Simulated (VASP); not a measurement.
NaPt2I:

```
Na Pt I
1.0
     3.75829    0.00000    0.00000
    -1.87915    3.25478    0.00000
     0.00000    0.00000    6.86866
Na Pt I
1 2 1
Cartesian
  0.0000 0.0000 3.4343
  0.0000 2.1699 1.6022
  1.8791 1.0849 5.2664
  0.0000 0.0000 0.0000
```

The cell was built by a generator and needn't be a form met in nature.

| Quantity | Value |
| --- | --- |
| Program | VASP 6.6.1 |
| Task | relaxation of cell and atoms |
| Functional | PBE |
| Potentials or basis | VASP PAW PBE potentials, release 64 (Na_pv, Pt, I) |
| Cutoff | 600 eV |
| k mesh | 8 × 8 × 4 |
| Occupations | gaussian, width 0.05 eV |
| Spin | no spin polarisation |

At the start: pressure 6.6 GPa; volume 21.01 Å³/atom.

Q: How do energy, volume and symmetry change on relaxing?

A: Over 9 steps the energy falls by 49.5 meV/atom and the volume is 23.95 Å³/atom (+14.0 %); space group P-3m1 (No. 164, to 0.05 Å).

The path:
| step | energy change (eV) | largest force (eV/Å) | pressure (GPa) | volume (Å³) |
| --- | --- | --- | --- | --- |
| 1 | 0.0000 | 0.0990 | 6.59 | 84.02 |
| 2 | -0.1015 | 0.6166 | -2.39 | 94.97 |
| 3 | -0.1331 | 0.4191 | 0.07 | 91.03 |
| 4 | -0.1482 | 0.3656 | 0.04 | 91.54 |
| 5 | -0.1816 | 0.1941 | 0.07 | 93.06 |
| 6 | -0.1940 | 0.1289 | 0.50 | 96.15 |
| 7 | -0.1974 | 0.0434 | 0.36 | 95.21 |
| 8 | -0.1948 | 0.0655 | -0.81 | 97.15 |
| 9 | -0.1980 | 0.0091 | -0.02 | 95.80 |

Final structure:
```yaml
crystal:
  lattice:
    - [3.90012, 0.00000, 0.00000]
    - [-1.95006, 3.37760, 0.00000]
    - [0.00000, 0.00000, 7.27267]
  atoms:
    - { symbol: Na, position: [0.00000, 0.00000, 0.50000] }
    - { symbol: Pt, position: [0.33333, 0.66667, 0.21206] }
    - { symbol: Pt, position: [0.66667, 0.33333, 0.78794] }
    - { symbol: I, position: [0.00000, 0.00000, 0.00000] }
```
